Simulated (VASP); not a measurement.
Data:

```xyz
2
Lattice="0.0000 2.9783 2.9783 2.9783 0.0000 2.9783 2.9783 2.9783 0.0000" Properties=species:S:1:pos:R:3 pbc="T T T"
Cu     0.0000     0.0000     0.0000
I      1.4891     1.4891     1.4891
```

The numbers are results of PBE0 hybrid, VASP's PBE PAW potentials (set 64) (plane waves; VASP), not measurements. Settings: 520 eV cut-off, 6×6×6 Γ-centred mesh, Gaussian smearing of 0.050 eV, potentials Cu I.

### Question
Give the stress tensor in GPa (positive for a compressed cell).

### Answer

```
2.66  0.00  0.00
0.00  2.66  0.00
0.00  0.00  2.66
```
The pressure is its mean diagonal, 2.66 GPa.

The compound is CuI in the zinc blende structure. This cell is one point of a volume scan, at 0.94 of the reference volume. The cell's shape comes from a PBE relaxation.
